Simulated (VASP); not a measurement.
Output of a VASP run:

**OSZICAR**
```
       N       E                     dE             d eps       ncg     rms          rms(c)
DAV:   1     0.135719532030E+03    0.13572E+03   -0.65963E+03  4040   0.428E+02
DAV:   2    -0.477783713520E+01   -0.14050E+03   -0.11794E+03  4752   0.154E+02
DAV:   3    -0.950575513455E+01   -0.47279E+01   -0.46871E+01  5284   0.266E+01
DAV:   4    -0.957538672791E+01   -0.69632E-01   -0.69577E-01  4792   0.299E+00
DAV:   5    -0.957640048421E+01   -0.10138E-02   -0.10137E-02  4784   0.353E-01    0.627E+00
DAV:   6    -0.833273012605E+01    0.12437E+01   -0.93362E-01  4528   0.599E+00    0.405E+00
DAV:   7    -0.830264593752E+01    0.30084E-01   -0.61213E-02  5020   0.106E+00    0.200E+00
DAV:   8    -0.829573970727E+01    0.69062E-02   -0.39245E-02  4620   0.883E-01    0.274E-01
DAV:   9    -0.829828894088E+01   -0.25492E-02   -0.20044E-03  5028   0.211E-01    0.126E-01
DAV:  10    -0.829921326612E+01   -0.92433E-03   -0.35034E-04  4448   0.945E-02    0.690E-02
DAV:  11    -0.829926536164E+01   -0.52096E-04   -0.33252E-05  4776   0.352E-02    0.284E-02
DAV:  12    -0.829927990394E+01   -0.14542E-04   -0.76959E-06  4436   0.138E-02    0.371E-03
DAV:  13    -0.829928055443E+01   -0.65049E-06   -0.77804E-07  4836   0.428E-03    0.143E-03
DAV:  14    -0.829928049026E+01    0.64175E-07   -0.56875E-08  4424   0.121E-03
   1 F= -.82992805E+01 E0= -.82992805E+01  d E =-.505990E-51
 imaginary and real dielectric function
```

### OUTCAR
```
------------------------ aborting loop because EDIFF is reached ----------------------------------------
  FORCE on cell =-STRESS in cart. coord.  units (eV):
  Direction    XX          YY          ZZ          XY          YZ          ZX
  --------------------------------------------------------------------------------------
  Total        0.0041235      0.0041235      0.0041235      0.0000000     -0.0000000      0.0000000
  in kB        0.1659160      0.1659160      0.1659160      0.0000000     -0.0000000      0.0000000
  external PRESSURE =       0.1659160 kB  Pullay stress =       0.0000000 kB
  volume of cell :       39.82
      direct lattice vectors                 reciprocal lattice vectors
     0.000000000  2.710306690  2.710306690    -0.184480967  0.184480967  0.184480967
     2.710306690  0.000000000  2.710306690     0.184480967 -0.184480967  0.184480967
     2.710306690  2.710306690  0.000000000     0.184480967  0.184480967 -0.184480967
  FREE ENERGIE OF THE ION-ELECTRON SYSTEM (eV)
  ---------------------------------------------------
  free  energy   TOTEN  =        -8.2992804903 eV

  energy  without entropy=       -8.2992804903  energy(sigma->0) =       -8.29928049

 plasma frequency squared (from intraband transitions) (eV^2)
  --------------------------------------------------------------------------------------
       0.000       0.000       0.000
       0.000       0.000      -0.000
       0.000      -0.000       0.000

 plasma frequency squared (from interband transitions, int dw w eps(2)(w)) (eV^2)
  --------------------------------------------------------------------------------------
     357.010       0.000       0.000       0.000       0.000       0.000
       0.000      -0.000     357.010       0.000      -0.000      -0.000
       0.000      -0.000      -0.000       0.000     357.010       0.000
```
(Selected blocks of OUTCAR.)

### POSCAR
```
KF
1
    0.0000000000     2.7103066901     2.7103066901
    2.7103066901     0.0000000000     2.7103066901
    2.7103066901     2.7103066901     0.0000000000
K F
1 1
Direct
  1.0000000000   1.0000000000   1.0000000000
  0.5000000000   0.5000000000   0.5000000000
```

### Question
Reconstruct the remaining input files.

### Answer
Several could match; the one computed here: the input of the run itself, PBE GGA, plane waves, VASP's PBE PAW potentials (set 64).

File KPOINTS:
```
Automatic mesh
0
Gamma
11 11 11
0 0 0
```

INCAR:
```
! general
SYSTEM =KF
PREC   =Accurate
ENCUT  =520
LREAL  =F   ! projection in real space or not
LASPH  =T
NBANDS =36

! electronic loop
EDIFF  =1E-7   ! SCF stop (eV)
NELM   =100   ! most electronic steps
ALGO   =Normal

! smearing
ISMEAR =0
SIGMA  =0.01   ! width (eV)

! functional
GGA    =PE

! output
LWAVE  =F
LCHARG =F
NEDOS  =1001

! other
LOPTICS=T
CSHIFT =0.1
```

POTCAR, in this order: K_sv F (PBE.64 set). Program: vasp_std.

The compound is KF in the rock salt structure. It was relaxed first.
